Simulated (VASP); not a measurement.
```
HfB2
1.0
    1.56601    -2.71241     0.00000
    1.56601     2.71241     0.00000
    0.00000     0.00000     3.48212
Hf B
1 2
Direct
  0.00000   0.00000   0.00000
  0.33333   0.66667   0.50000
  0.66667   0.33333   0.50000
```

Method: r2SCAN meta-GGA, VASP's PBE PAW potentials (set 64) (plane waves; VASP 6.6.1). Settings: 520 eV cut-off, 13×13×10 Γ-centred mesh, tetrahedra with Blöchl corrections, potentials Hf_pv B.

Task: The job: HfB₂ (AlB2 type), 3 atoms, r2SCAN, static run, 520 eV, 13×13×10 Γ-centred mesh. Roughly how much core time does it take on a busy server core?

Result: About 3 core-minutes (one run on a shared machine, a rough figure). It had 126 irreducible k-points, 12 bands, up to 816 plane waves and 20 electronic steps.

The compound is HfB2 in the AlB2 type structure. It was relaxed first.
